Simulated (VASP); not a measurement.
A run of VASP 6.6.1 is set up as follows.

INCAR

```
SYSTEM = BiTe
PREC = Accurate ; ENCUT = 600
EDIFF = 1E-6 ; ISMEAR = -1
SIGMA = 0.05 ; LREAL = .FALSE.
LASPH = .TRUE. ; NELM = 80
ALGO = Normal ; ISIF = 3
LWAVE = .FALSE. ; LCHARG = .FALSE.
GGA = PE ; IBRION = 2
NSW = 60 ; EDIFFG = -0.01
PSTRESS = 200
```

KPOINTS

```
Automatic mesh
0
G
  7 7 7
  0 0 0
```

File POSCAR:

```
BiTe
1.0
    0.0000000000      3.2350000000      3.2350000000
    3.2350000000      0.0000000000      3.2350000000
    3.2350000000      3.2350000000      0.0000000000
Bi Te
1 1
Direct
    0.0000000000      0.0000000000      0.0000000000
    0.5000000000      0.5000000000      0.5000000000
```

Potentials or basis: VASP PAW PBE potentials, release 64 (Bi_d, Te).

The run is started by

```console
$ cat potpaw_PBE.64/Bi_d/POTCAR potpaw_PBE.64/Te/POTCAR > POTCAR
$ mpirun -np 1 vasp_std > vasp.out
```

Problem. Estimate the relaxed volume.

Solution. 26.93 Å³/atom.

Problem. Predict the space group after relaxing (to 0.05 Å).

Solution. Fm-3m (No. 225).

The path:
```csv
step,energy change (eV),largest force (eV/Å),pressure (GPa),volume (Å³)
1,0.0000,0.0000,0.89,67.71
2,8.0154,0.0000,139.67,35.34
3,0.5461,0.0000,15.99,55.67
4,0.6720,0.0000,18.53,54.50
5,0.7480,0.0000,19.98,53.87
```

Caveat: the cell is relaxed towards a set pressure, so the enthalpy falls and the energy may rise; the volume moved by over 15 % at a fixed basis, so the end points are rough.
